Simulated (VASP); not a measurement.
Output of a VASP run:

**OSZICAR**
```
       N       E                     dE             d eps       ncg     rms          rms(c)
DAV:   1     0.128679495957E+04    0.12868E+04   -0.38220E+04  1368   0.172E+03
DAV:   2     0.106970660449E+03   -0.11798E+04   -0.11510E+04  1342   0.637E+02
DAV:   3    -0.564017992529E+02   -0.16337E+03   -0.15693E+03  1704   0.195E+02
DAV:   4    -0.759103782489E+02   -0.19509E+02   -0.19018E+02  1920   0.587E+01
DAV:   5    -0.774957412921E+02   -0.15854E+01   -0.15675E+01  2216   0.145E+01    0.189E+01
DAV:   6    -0.743908083074E+02    0.31049E+01   -0.89595E+00  1674   0.144E+01    0.637E+00
DAV:   7    -0.740878586320E+02    0.30295E+00   -0.20020E+00  1976   0.674E+00    0.252E+00
DAV:   8    -0.740773218964E+02    0.10537E-01   -0.16349E-01  1740   0.178E+00    0.883E-01
DAV:   9    -0.740767186991E+02    0.60320E-03   -0.25678E-02  1920   0.802E-01    0.300E-01
DAV:  10    -0.740767311072E+02   -0.12408E-04   -0.42420E-03  1920   0.313E-01    0.334E-02
DAV:  11    -0.740767212384E+02    0.98688E-05   -0.45069E-04  1960   0.994E-02    0.193E-02
DAV:  12    -0.740767170594E+02    0.41790E-05   -0.32855E-05  1936   0.219E-02    0.379E-03
DAV:  13    -0.740767176069E+02   -0.54756E-06   -0.37358E-06  1256   0.761E-03
   1 F= -.74076718E+02 E0= -.73889781E+02  d E =-.373874E+00
```

**OUTCAR**
```
------------------------ aborting loop because EDIFF is reached ----------------------------------------
  FORCE on cell =-STRESS in cart. coord.  units (eV):
  Direction    XX          YY          ZZ          XY          YZ          ZX
  --------------------------------------------------------------------------------------
  Total       -6.0504556     -6.0504556     -6.0504556      0.0000000      0.0000000     -0.0000000
  in kB      -69.3906782    -69.3906782    -69.3906782      0.0000000      0.0000000     -0.0000000
  external PRESSURE =     -69.3906782 kB  Pullay stress =       0.0000000 kB
  volume of cell :      139.70
      direct lattice vectors                 reciprocal lattice vectors
     5.188787000  0.000000000  0.000000000     0.192723270  0.000000000  0.000000000
     0.000000000  5.188787000  0.000000000     0.000000000  0.192723270  0.000000000
     0.000000000  0.000000000  5.188787000     0.000000000  0.000000000  0.192723270
 POSITION                                       TOTAL-FORCE (eV/Angst)
 -----------------------------------------------------------------------------------
      1.29720      0.00000      2.59439        -0.000000     -0.000000     -0.000000
      2.59439      3.89159      0.00000        -0.000000     -0.000000     -0.000000
      3.89159      0.00000      2.59439         0.000000      0.000000     -0.000000
      2.59439      1.29720      0.00000         0.000000      0.000000      0.000000
      0.00000      2.59439      3.89159        -0.000000      0.000000      0.000000
      0.00000      2.59439      1.29720         0.000000      0.000000      0.000000
      0.00000      0.00000      0.00000         0.000000     -0.000000      0.000000
      2.59439      2.59439      2.59439         0.000000     -0.000000      0.000000
 -----------------------------------------------------------------------------------
    total drift:                                0.000000      0.000000      0.000000
  FREE ENERGIE OF THE ION-ELECTRON SYSTEM (eV)
  ---------------------------------------------------
  free  energy   TOTEN  =       -74.0767176069 eV

  energy  without entropy=      -73.7028441000  energy(sigma->0) =      -73.88978085
```
(Selected blocks of OUTCAR.)

**POSCAR**
```
Nb3Ga
1
    5.1887870000     0.0000000000     0.0000000000
    0.0000000000     5.1887870000     0.0000000000
    0.0000000000     0.0000000000     5.1887870000
Nb Ga
6 2
Direct
  0.2500000000   0.0000000000   0.5000000000
  0.5000000000   0.7500000000   0.0000000000
  0.7500000000   0.0000000000   0.5000000000
  0.5000000000   0.2500000000   0.0000000000
  0.0000000000   0.5000000000   0.7500000000
  0.0000000000   0.5000000000   0.2500000000
  0.0000000000   0.0000000000   0.0000000000
  0.5000000000   0.5000000000   0.5000000000
```

Task: Write an INCAR and KPOINTS that could have produced this output.

Result: This is not unique; one that fits is the input of the run itself, PBEsol GGA, plane waves, VASP's PBE PAW potentials (set 64).

**KPOINTS**
```
Automatic mesh
0
Gamma
5 5 5
0 0 0
```

**INCAR**
```
ALGO = Normal
EDIFF = 1E-6
ENCUT = 300
GGA = PS
ISIF = 2
ISMEAR = -1
LASPH = .TRUE.
LCHARG = .FALSE.
LMAXMIX = 4
LREAL = .FALSE.
LWAVE = .FALSE.
NELM = 100
PREC = Accurate
SIGMA = 0.1
SYSTEM = Nb3Ga
```

POTCAR, in this order: Nb_sv Ga_d (PBE.64 set). Program: vasp_std.

At this cut-off the stress carries a Pulay error, which pulls relaxed volumes low.

The structure comes from a measured Nb3Ga entry of the Crystallography Open Database, whose conditions weren't checked. The cell was not relaxed at this level.
